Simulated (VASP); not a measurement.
These are PBEsol GGA with spin-orbit coupling, VASP's PBE PAW potentials (set 64) (plane waves; VASP) values and carry that method's errors.

A VASP calculation is set up with these files.

File KPOINTS:
```
Automatic mesh
0
Gamma
10 10 10
0 0 0
```

**KPOINTS_OPT**
```
k-points along high-symmetry lines
8
Line-mode
Reciprocal
  0.000000   0.000000   0.000000 ! GAMMA
  0.000000   0.500000   0.000000 ! X

  0.000000   0.500000   0.000000 ! X
  0.500000   0.500000   0.000000 ! M

  0.500000   0.500000   0.000000 ! M
  0.000000   0.000000   0.000000 ! GAMMA

  0.000000   0.000000   0.000000 ! GAMMA
  0.500000   0.500000   0.500000 ! R

  0.500000   0.500000   0.500000 ! R
  0.000000   0.500000   0.000000 ! X

  0.500000   0.500000   0.500000 ! R
  0.500000   0.500000   0.000000 ! M
```

### POSCAR
```
Tm
1
    3.1427753845     0.0000000000     0.0000000000
    0.0000000000     3.1427753845     0.0000000000
    0.0000000000     0.0000000000     3.1427753845
Tm
1
Direct
  0.0000000000   0.0000000000   0.0000000000
```

INCAR:
```
! general
SYSTEM     = Tm
PREC       = Accurate
ENCUT      = 400
LREAL      = .False.
LASPH      = .True.

! electronic loop
EDIFF      = 1E-6
NELM       = 100
ALGO       = Normal
LMAXMIX    = 6

! smearing
ISMEAR     = 0
SIGMA      = 0.05

! functional
GGA        = PS
GGA_COMPAT = .False.

! spin
MAGMOM     = 0 0 0
LSORBIT    = .True.

! output
LWAVE      = .False.
LCHARG     = .False.
```

POTCAR, in this order: Tm_3 (PBE.64 set). Program: vasp_ncl.

The resulting files:

### OUTCAR
```
 ion  position               nearest neighbor table
   1  0.000  0.000  0.000-
  LATTYP: Found a simple cubic cell.
 ALAT       =     3.1427753845
 Subroutine PRICEL returns:
 Original cell was already a primitive cell.
 Subroutine GETGRP returns: Found 48 space group operations
The static configuration has the point symmetry O_h .
The dynamic configuration has the point symmetry O_h .
The overall configuration has the point symmetry O_h .
 Subroutine INISYM returns: Found 48 space group operations
 Subroutine IBZKPT returns following result:
 Found     56 irreducible k-points:

 Following reciprocal coordinates:
            Coordinates               Weight
  0.000000  0.000000  0.000000      1.000000
  0.100000  0.000000  0.000000      6.000000
  0.200000  0.000000  0.000000      6.000000
  0.300000  0.000000  0.000000      6.000000
  0.400000  0.000000  0.000000      6.000000
  0.500000  0.000000  0.000000      3.000000
  0.100000  0.100000  0.000000     12.000000
  0.200000  0.100000  0.000000     24.000000
  0.300000  0.100000  0.000000     24.000000
  0.400000  0.100000  0.000000     24.000000
  0.500000  0.100000  0.000000     12.000000
  0.200000  0.200000  0.000000     12.000000
  0.300000  0.200000  0.000000     24.000000
  0.400000  0.200000  0.000000     24.000000
  0.500000  0.200000  0.000000     12.000000
  0.300000  0.300000  0.000000     12.000000
  0.400000  0.300000  0.000000     24.000000
  0.500000  0.300000  0.000000     12.000000
  0.400000  0.400000  0.000000     12.000000
  0.500000  0.400000  0.000000     12.000000
  0.500000  0.500000  0.000000      3.000000
  0.100000  0.100000  0.100000      8.000000
  0.200000  0.100000  0.100000     24.000000
  0.300000  0.100000  0.100000     24.000000
  0.400000  0.100000  0.100000     24.000000
  0.500000  0.100000  0.100000     12.000000
  0.200000  0.200000  0.100000     24.000000
  0.300000  0.200000  0.100000     48.000000
  0.400000  0.200000  0.100000     48.000000
  0.500000  0.200000  0.100000     24.000000
  0.300000  0.300000  0.100000     24.000000
  0.400000  0.300000  0.100000     48.000000
  0.500000  0.300000  0.100000     24.000000
  0.400000  0.400000  0.100000     24.000000
  0.500000  0.400000  0.100000     24.000000
  0.500000  0.500000  0.100000      6.000000
  0.200000  0.200000  0.200000      8.000000
  0.300000  0.200000  0.200000     24.000000
  0.400000  0.200000  0.200000     24.000000
  0.500000  0.200000  0.200000     12.000000
   k-points           NKPTS =     56   k-points in BZ     NKDIM =     56   number of bands    NBANDS=     16
   number of dos      NEDOS =    301   number of ions     NIONS =      1
   total plane-waves  NPLWV =  13824
   dimension x,y,z NGX =    24 NGY =   24 NGZ =   24
   dimension x,y,z NGXF=    48 NGYF=   48 NGZF=   48
   ions per type =               1
   PREC   = accura    normal or accurate (medium, high low for compatibility)
   ISTART =      0    job   : 0-new  1-cont  2-samecut
   ICHARG =      2    charge: 1-file 2-atom 10-const
   ISPIN  =      1    spin polarized calculation?
   LNONCOLLINEAR =      T non collinear calculations
   LSORBIT =      T    spin-orbit coupling
   INIWAV =      1    electr: 0-lowe 1-rand  2-diag
   ENCUT  =  400.0 eV  29.40 Ry    5.42 a.u.   5.13  5.13  5.13*2*pi/ulx,y,z
   NELM   =    100;   NELMIN=  2; NELMDL= -5     # of ELM steps
   EDIFF  = 0.1E-05   stopping-criterion for ELM
   LREAL  =      F    real-space projection
   NLSPLINE    = F    spline interpolate recip. space projectors
   LMAXMIX     =    6 max onsite mixed and CHGCAR
...
```

**OSZICAR**
```
       N       E                     dE             d eps       ncg     rms          rms(c)
DAV:   1     0.269867603892E+02    0.26987E+02   -0.36318E+03  1880   0.877E+02
DAV:   2    -0.272070718152E+01   -0.29707E+02   -0.28648E+02  1920   0.297E+02
DAV:   3    -0.432482527533E+01   -0.16041E+01   -0.14874E+01  2896   0.457E+01
DAV:   4    -0.435970815559E+01   -0.34883E-01   -0.34715E-01  2440   0.654E+00
DAV:   5    -0.436035172973E+01   -0.64357E-03   -0.64244E-03  2872   0.753E-01    0.147E+01
DAV:   6    -0.435487223933E+01    0.54795E-02   -0.22995E-02  2728   0.168E+00    0.838E+00
DAV:   7    -0.436156303839E+01   -0.66908E-02   -0.17469E-02  2880   0.149E+00    0.351E+00
DAV:   8    -0.436311569230E+01   -0.15527E-02   -0.12084E-03  2816   0.414E-01    0.214E-01
DAV:   9    -0.436297536750E+01    0.14032E-03   -0.66037E-04  2496   0.254E-01    0.101E-01
DAV:  10    -0.436297519571E+01    0.17179E-06   -0.66672E-05  2760   0.105E-01    0.720E-03
DAV:  11    -0.436297297797E+01    0.22177E-05   -0.25555E-06  2312   0.196E-02    0.307E-03
DAV:  12    -0.436297282431E+01    0.15365E-06   -0.15336E-07  1512   0.605E-03
   1 F= -.43629728E+01 E0= -.43620390E+01  d E =-.186760E-02  mag=    -0.0000     0.0000     0.0000
       N       E                     dE             ncg
```

**OUTCAR**
```
------------------------ aborting loop because EDIFF is reached ----------------------------------------
  FORCE on cell =-STRESS in cart. coord.  units (eV):
  Direction    XX          YY          ZZ          XY          YZ          ZX
  --------------------------------------------------------------------------------------
  Total       -0.0456579     -0.0456579     -0.0456579      0.0000000      0.0000000     -0.0000000
  in kB       -2.3566010     -2.3566010     -2.3566010      0.0000000      0.0000000     -0.0000000
  external PRESSURE =      -2.3566010 kB  Pullay stress =       0.0000000 kB
  volume of cell :       31.04
      direct lattice vectors                 reciprocal lattice vectors
     3.142775385  0.000000000  0.000000000     0.318190096  0.000000000  0.000000000
     0.000000000  3.142775385  0.000000000     0.000000000  0.318190096  0.000000000
     0.000000000  0.000000000  3.142775385     0.000000000  0.000000000  0.318190096
 POSITION                                       TOTAL-FORCE (eV/Angst)
 -----------------------------------------------------------------------------------
      0.00000      0.00000      0.00000         0.000000      0.000000      0.000000
 -----------------------------------------------------------------------------------
    total drift:                               -0.000000     -0.000000      0.000000
  FREE ENERGIE OF THE ION-ELECTRON SYSTEM (eV)
  ---------------------------------------------------
  free  energy   TOTEN  =        -4.3629728243 eV

  energy  without entropy=       -4.3611052237  energy(sigma->0) =       -4.36203902

 Ion:    1  E_soc:     -0.6021369
```
(Selected blocks of OUTCAR.)

File OUTCAR:
```
 val. band max:        2.6052106671   @ k =   0.2000   0.2000   0.0000

 cond. band min:       2.6230335416   @ k =   0.3000   0.1000   0.0000


 Fermi energy:         2.6097837402

 k-point     1 :       0.0000    0.0000    0.0000
  band No.  band energies     occupation
      1     -26.4070      1.00000
      2     -26.4070      1.00000
      3     -20.8588      1.00000
      4     -20.8588      1.00000
      5     -20.8588      1.00000
      6     -20.8588      1.00000
      7      -2.9047      1.00000
      8      -2.9047      1.00000
      9       1.9657      1.00000
     10       1.9657      1.00000
     11       1.9657      1.00000
     12       1.9657      1.00000
     13       8.8821      0.00000
     14       8.8821      0.00000
     15       8.8821      0.00000
     16       8.8823      0.00000

 k-point     2 :       0.1000    0.0000    0.0000
  band No.  band energies     occupation
      1     -26.4225      1.00000
      2     -26.4225      1.00000
      3     -20.9206      1.00000
      4     -20.9206      1.00000
      5     -20.8507      1.00000
      6     -20.8507      1.00000
      7      -2.6793      1.00000
      8      -2.6793      1.00000
      9       2.0346      1.00000
     10       2.0346      1.00000
     11       2.1622      1.00000
     12       2.1622      1.00000
     13       8.3929      0.00000
     14       8.3929      0.00000
     15       8.5731      0.00000
     16       8.5731      0.00000

 k-point     3 :       0.2000    0.0000    0.0000
  band No.  band energies     occupation
      1     -26.4643      1.00000
      2     -26.4643      1.00000
      3     -21.0751      1.00000
      4     -21.0751      1.00000
      5     -20.8294      1.00000
      6     -20.8294      1.00000
      7      -2.0665      1.00000
      8      -2.0665      1.00000
      9       2.2237      1.00000
     10       2.2237      1.00000
     11       2.6487      0.13535
     12       2.6487      0.13535
     13       7.4406      0.00000
...
```

The 4f electrons are frozen in the core of the lanthanide potential, so 4f levels, which can set the real gap, and their magnetism are missing.

The structure was generated: Tm was put into the simple-cubic type (Pm-3m), which need not be its known phase. It was relaxed first, which changed the volume by -8 %.
